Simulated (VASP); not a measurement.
An input for Quantum ESPRESSO's pw.x (written as the equivalent of a VASP run, and not itself run):

```
&CONTROL
  calculation = 'scf'
  pseudo_dir = './pseudo'
  outdir = './out'
  tprnfor = .true.
  tstress = .true.
/
&SYSTEM
  ibrav = 0
  nat = 2
  ntyp = 2
  ecutwfc = 92
  occupations = 'smearing'
  smearing = 'fermi-dirac'
  degauss = 0.003675
  input_dft = 'pw91'
/
&ELECTRONS
  conv_thr = 7.3e-08
  electron_maxstep = 100
/
ATOMIC_SPECIES
  Zn 65.380 Zn.upf
  Cu 63.546 Cu.upf
CELL_PARAMETERS angstrom
     2.9500000    0.0000000    0.0000000
     0.0000000    2.9500000    0.0000000
     0.0000000    0.0000000    2.9500000
ATOMIC_POSITIONS crystal
  Zn   0.5012280  0.4943850  0.5107480
  Cu  -0.0012280  0.0056150 -0.0107480
K_POINTS automatic
  8 8 8 1 1 1
```

### Question
Write the VASP files for the same calculation (PW91).

### Answer
Several could match; the one computed here: 
### INCAR
```
# general
SYSTEM  = CuZn
PREC    = Accurate
ENCUT   = 300   # plane-wave cut-off (eV)
LREAL   = F
LASPH   = T   # aspherical one-centre terms

# electronic loop
EDIFF   = 1E-6
NELM    = 100
ALGO    = Normal
LMAXMIX = 4   # l cut-off of mixed one-centre charges

# smearing
ISMEAR  = -1   # Fermi-Dirac
SIGMA   = 0.05

# functional
GGA     = 91   # PW91

# ions
ISIF    = 2

# output
LWAVE   = F
LCHARG  = F
```

POSCAR:
```
CuZn
1
    2.9500000000     0.0000000000     0.0000000000
    0.0000000000     2.9500000000     0.0000000000
    0.0000000000     0.0000000000     2.9500000000
Zn Cu
1 1
Direct
  0.5012280000   0.4943850000   0.5107480000
 -0.0012280000   0.0056150000  -0.0107480000
```

KPOINTS:
```
Regular mesh
0
gamma
  8 8 8
0.5 0.5 0.5
```

POTCAR, in this order: Zn Cu (PBE.64 set). Program: vasp_std.

What does not carry over: the potentials are each code's own (VASP's PAW set, PseudoDojo norm-conserving files in pw.x), so ENCUT and ecutwfc are chosen apart and not converted; conv_thr bounds pw.x's estimated SCF error, while EDIFF bounds the energy change between steps.

The structure is a typed CuZn crystal. The cell was not relaxed at this level, atoms are displaced from their ideal sites. The run is one of a series of settings (GGA = 91 against the base run), some of them coarse on purpose.
